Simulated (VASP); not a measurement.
SiC: stress against strain

SiC (wurtzite, P6_3mc, 10.328 Å³/atom and stress up to 0.18 GPa in the relaxed cell, c along z) under a strain ε along c (axis z), the other axes held. r2SCAN in VASP (plane waves, PAW), 600 eV, 12×12×6 Γ-centred mesh, Gaussian smearing 0.05 eV; ions are relaxed, or left where forces stay under 0.02 eV/Å, within the symmetry of each cell. Stress is positive for a compressed cell.

Here s stands for strain and y for stress zz.

| strain (%) | stress zz (GPa) |
|---|---|
| -1.50 | 8.75 |
| -1.00 | 5.71 |
| -0.50 | 2.74 |
| 0.00 | -0.18 |
| 0.50 | -3.04 |
| 1.00 | -5.83 |
| 1.50 | -8.55 |
| 3.00 | ? |

Taking a straight line for y over the 7 complete rows: Means: s 0, y -0.057. About the means, the sum of products is -40.380 and the sum of squares of s is 7.0000; the slope is their ratio. Least squares gives y = -0.057 - 5.7686·s. Residuals (row less fit): 0.154, -0.002, -0.087, -0.123, -0.099, -0.004, 0.160; standard error 0.128 (degrees of freedom: 5). The slope gives the elastic constant C33 = 577 ± 5 GPa (± standard error of the fit, which holds the terms cut off).

Problem. What does the fit predict for y at s = 3.00, and how far is the calculated value from it?

Solution. y = -0.057 - 5.7686 × 3.0 = -17.363 GPa. The calculation gives -16.29 GPa, 1.073 GPa above the prediction (4.3 % of the range of y in the table). The row lies outside the fitted rows, so this is an extrapolation. From the scatter of the fitted rows alone, a prediction at this place has a standard error of 0.199 GPa, so the miss is 5.4 times that.

A polynomial of degree 2 through the 12 other runs of the series gives -16.35 there, so most of the miss is curvature that the fit leaves out. SiC is here the rare 2H polytype. Rows are the converged runs of the series near zero and its far end, less any whose ions stayed unrelaxed beside relaxed ones; series whose fitted rows scatter by over a few per cent of the range, as at a crossing or softening among them, aren't shown in this form. Most that stay on the fit to the last digits aren't either.
